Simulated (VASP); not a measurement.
Computed with LDA (Ceperley-Alder, Perdew-Zunger), VASP's LDA PAW potentials (set 64) (plane waves; VASP).

Input for VASP

INCAR:
```
ISIF=2   ! forces and stress, cell fixed
ISMEAR=0
ENCUT=160
LASPH=.TRUE.
LWAVE=.FALSE.
SIGMA=0.01
PREC=Accurate
SYSTEM=LiF
ALGO=Normal
LCHARG=.FALSE.
EDIFF=1E-6
LREAL=.FALSE.   ! projection in real space or not
NELM=100
```

File POSCAR:
```
LiF
1
    0.0000000000     1.9961850000     1.9961850000
    1.9961850000     0.0000000000     1.9961850000
    1.9961850000     1.9961850000     0.0000000000
Li F
1 1
Direct
  0.0000000000   0.0000000000   0.0000000000
  0.5000000000   0.5000000000   0.5000000000
```

KPOINTS:
```
Regular mesh
0
Gamma
14 14 14
0 0 0
```

POTCAR, in this order: Li_sv F (LDA.64 set). Program: vasp_std.

At this cut-off the stress carries a Pulay error, which pulls relaxed volumes low.

Task: Predict the energy per atom (σ→0), pressure.

Result: 
```json
{
  "energy per atom (σ→0)": "-8.165 eV/atom",
  "pressure": "-572.82 GPa"
}
```

### OSZICAR
```
...
DAV:   7    -0.163672176912E+02    0.38716E+00   -0.50799E-01  1950   0.608E+00    0.297E+00
DAV:   8    -0.163324617819E+02    0.34756E-01   -0.47560E-02  1990   0.234E+00    0.246E-01
DAV:   9    -0.163305100049E+02    0.19518E-02   -0.76552E-03  2119   0.674E-01    0.532E-02
DAV:  10    -0.163304468646E+02    0.63140E-04   -0.72511E-04  1961   0.201E-01    0.381E-02
DAV:  11    -0.163303922679E+02    0.54597E-04   -0.17452E-04  1948   0.897E-02    0.248E-03
DAV:  12    -0.163303942951E+02   -0.20272E-05   -0.21739E-06  1663   0.120E-02    0.111E-03
DAV:  13    -0.163303947974E+02   -0.50234E-06   -0.15689E-07   961   0.302E-03
   1 F= -.16330395E+02 E0= -.16330395E+02  d E =0.000000E+00
```

The structure comes from a computed database's LiF entry; how it stands against other phases isn't given here. The cell was not relaxed at this level. The run is one of a series of settings (ENCUT = 160 against the base run), some of them coarse on purpose.
